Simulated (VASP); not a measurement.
OSZICAR of a VASP run on AlCo (atoms displaced from the space group 221 structure):

### OSZICAR
```
       N       E                     dE             d eps       ncg     rms          rms(c)
DAV:   1     0.247626674465E+02    0.24763E+02   -0.38736E+03   168   0.795E+02
DAV:   2    -0.121679639579E+02   -0.36931E+02   -0.34699E+02   160   0.157E+02
DAV:   3    -0.128655133183E+02   -0.69755E+00   -0.69505E+00   220   0.283E+01
DAV:   4    -0.128724218408E+02   -0.69085E-02   -0.69072E-02   196   0.254E+00
DAV:   5    -0.128725699108E+02   -0.14807E-03   -0.14807E-03   176   0.331E-01    0.107E+01
DAV:   6    -0.122225014303E+02    0.65007E+00   -0.22054E+01   170   0.666E+01    0.515E+00
DAV:   7    -0.115833390979E+02    0.63916E+00   -0.46743E+00   162   0.302E+01    0.186E+00
DAV:   8    -0.115534593318E+02    0.29880E-01   -0.59294E-02   208   0.281E+00    0.494E-01
DAV:   9    -0.115501847089E+02    0.32746E-02   -0.37011E-03   224   0.583E-01    0.161E-01
DAV:  10    -0.115501870916E+02   -0.23827E-05   -0.21233E-05   176   0.366E-02    0.140E-01
DAV:  11    -0.115501842047E+02    0.28868E-05   -0.11912E-05   170   0.272E-02    0.267E-02
DAV:  12    -0.115501850056E+02   -0.80091E-06   -0.78670E-07    96   0.135E-02
   1 F= -.11550185E+02 E0= -.11540199E+02  d E =-.299588E-01
```

Task: Which electronic solver shows in the log?

Result: It is blocked Davidson (ALGO = Normal, or the opening steps of other solvers). The INCAR had ALGO = Normal.

Task: How was spin treated?

Result: Without spin polarisation: there is no mag entry.

Task: Can the final energy be trusted as converged?

Result: The run converged. It stopped with EDIFF = 1E-6, NELM = 100 (PBE GGA, plane waves, VASP's PBE PAW potentials (set 64)).

The structure comes from a computed database's AlCo entry; how it stands against other phases isn't given here. The cell was not relaxed at this level, atoms are displaced from their ideal sites. The k-mesh is coarse (spacing up to 1.11 per Å, 2π included), so the numbers may not be converged in it. The run is one of a series of settings (KPOINTS 2×2×2 Γ-centred mesh against the base run), some of them coarse on purpose. The run is not spin-polarised, so no magnetic state was tried.
